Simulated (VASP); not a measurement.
Data:

```xyz
4
Lattice="3.7541 0.0000 0.0000 -1.8771 3.2512 0.0000 0.0000 0.0000 4.3537" Properties=species:S:1:pos:R:3 pbc="T T T"
W      0.0000     2.1675     4.0817
W      1.8771     1.0837     1.9049
B      0.0000     2.1675     1.9046
B      1.8771     1.0837     4.0815
```

Method: PBE GGA, VASP's PBE PAW potentials (set 64) (plane waves; VASP). Run with 520 eV cut-off, Gaussian smearing of 0.050 eV, potentials W_sv B.

Unless said otherwise, spin-orbit coupling is left out, though it shifts the bands of the heavy elements here.

Task: Predict the band gap (along the path) with the smallest direct gap where there is one.

Result: 
```
Item                                                          Value
-------------------------  ----------------------------------------
band gap (along the path)  none (metal, semimetal or under 0.01 eV)
```

The structure was generated: WB was put into the wurtzite type (P6_3mc), which need not be its known phase. It was relaxed first, which changed the volume by -42 %. The relaxed cell has space group P6_3/mmc.
